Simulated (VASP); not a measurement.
These are LDA (Ceperley-Alder, Perdew-Zunger), VASP's LDA PAW potentials (set 64) (plane waves; VASP) values and carry that method's errors.

Input for VASP

**INCAR**
```
SYSTEM = KMgF3
PREC = Accurate; ENCUT = 620; LREAL = .False.
LASPH = .True.
EDIFF = 1E-6; NELM = 100; ALGO = Normal
ISMEAR = 0; SIGMA = 0.05
IBRION = 2; NSW = 40; ISIF = 3
EDIFFG = -0.02
LWAVE = .False.; LCHARG = .False.
```

### POSCAR
```
KMgF3
1
    3.8963603276    -0.0000000000     0.0000000000
    0.0000000000     3.8963603276     0.0000000000
   -0.0000000000     0.0000000000     3.8963603276
K Mg F
1 1 3
Direct
  0.0000000000   0.0000000000   0.0000000000
  0.5000000000   0.5000000000   0.5000000000
  0.5000000000   0.0000000000   0.5000000000
  0.0000000000   0.5000000000   0.5000000000
  0.5000000000   0.5000000000   0.0000000000
```

File KPOINTS:
```
Automatic mesh
0
Gamma
6 6 6
0 0 0
```

POTCAR, in this order: K_sv Mg F (LDA.64 set). Program: vasp_std.

The resulting files:

**OSZICAR**
```
       N       E                     dE             d eps       ncg     rms          rms(c)
DAV:   1     0.277519871887E+03    0.27752E+03   -0.19679E+04   800   0.181E+03
DAV:   2    -0.169939213823E+02   -0.29451E+03   -0.28229E+03  1024   0.426E+02
DAV:   3    -0.288285188045E+02   -0.11835E+02   -0.11800E+02   956   0.864E+01
DAV:   4    -0.292655899680E+02   -0.43707E+00   -0.43628E+00  1380   0.140E+01
DAV:   5    -0.292672002359E+02   -0.16103E-02   -0.16102E-02   940   0.854E-01    0.868E+00
DAV:   6    -0.272280345694E+02    0.20392E+01   -0.86560E+00   908   0.230E+01    0.408E+00
DAV:   7    -0.271768105592E+02    0.51224E-01   -0.27199E-01  1076   0.357E+00    0.278E+00
DAV:   8    -0.271419997084E+02    0.34811E-01   -0.63050E-02   920   0.279E+00    0.327E-01
DAV:   9    -0.271407209005E+02    0.12788E-02   -0.12640E-02  1080   0.831E-01    0.993E-02
DAV:  10    -0.271408024655E+02   -0.81565E-04   -0.77963E-04  1020   0.200E-01    0.258E-02
DAV:  11    -0.271408006410E+02    0.18245E-05   -0.20811E-05  1020   0.433E-02    0.139E-02
DAV:  12    -0.271407996506E+02    0.99036E-06   -0.51870E-06   952   0.204E-02
   1 F= -.27140800E+02 E0= -.27140800E+02  d E =-.271408E+02
```

**OUTCAR**
```
------------------------ aborting loop because EDIFF is reached ----------------------------------------
  FORCE on cell =-STRESS in cart. coord.  units (eV):
  Direction    XX          YY          ZZ          XY          YZ          ZX
  --------------------------------------------------------------------------------------
  Total       -0.0899741     -0.0899741     -0.0899741      0.0000000      0.0000000     -0.0000000
  in kB       -2.4369746     -2.4369746     -2.4369746      0.0000000      0.0000000     -0.0000000
  external PRESSURE =      -2.4369746 kB  Pullay stress =       0.0000000 kB
  volume of cell :       59.15
      direct lattice vectors                 reciprocal lattice vectors
     3.896360328  0.000000000  0.000000000     0.256649775  0.000000000  0.000000000
     0.000000000  3.896360328  0.000000000     0.000000000  0.256649775  0.000000000
     0.000000000  0.000000000  3.896360328     0.000000000  0.000000000  0.256649775
 POSITION                                       TOTAL-FORCE (eV/Angst)
 -----------------------------------------------------------------------------------
      0.00000      0.00000      0.00000         0.000000      0.000000      0.000000
      1.94818      1.94818      1.94818         0.000000      0.000000      0.000000
      1.94818      0.00000      1.94818         0.000000      0.000000      0.000000
      0.00000      1.94818      1.94818         0.000000      0.000000      0.000000
      1.94818      1.94818      0.00000         0.000000      0.000000      0.000000
 -----------------------------------------------------------------------------------
    total drift:                                0.000000     -0.000000     -0.000000
  FREE ENERGIE OF THE ION-ELECTRON SYSTEM (eV)
  ---------------------------------------------------
  free  energy   TOTEN  =       -27.1407996506 eV

  energy  without entropy=      -27.1407996506  energy(sigma->0) =      -27.14079965

 reached required accuracy - stopping structural energy minimisation
```
(Selected blocks of OUTCAR.)

The compound is KMgF3 in the cubic perovskite structure. It was relaxed first, which changed the volume by -7 %.
